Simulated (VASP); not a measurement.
Given:

```
CELL_PARAMETERS angstrom
      0.00000     2.01399     2.01399
      2.01399     0.00000     2.01399
      2.01399     2.01399     0.00000
ATOMIC_POSITIONS crystal
  Ag 0.00000 0.00000 0.00000
```

All values below come from PBE GGA with D3 dispersion (Becke-Johnson damping), VASP's PBE PAW potentials (set 64) (plane waves; VASP). Run with 520 eV cut-off, 15×15×15 Γ-centred mesh, first-order Methfessel-Paxton smearing of 0.10 eV, potentials Ag.

Task: Give the stress tensor in GPa (positive for a compressed cell).

Result: 
```
3.74  0.00  0.00
0.00  3.74  0.00
0.00  0.00  3.74
```
The pressure is its mean diagonal, 3.74 GPa.

The compound is Ag in the fcc structure. This cell is one point of a volume scan, at 0.97 of the reference volume.
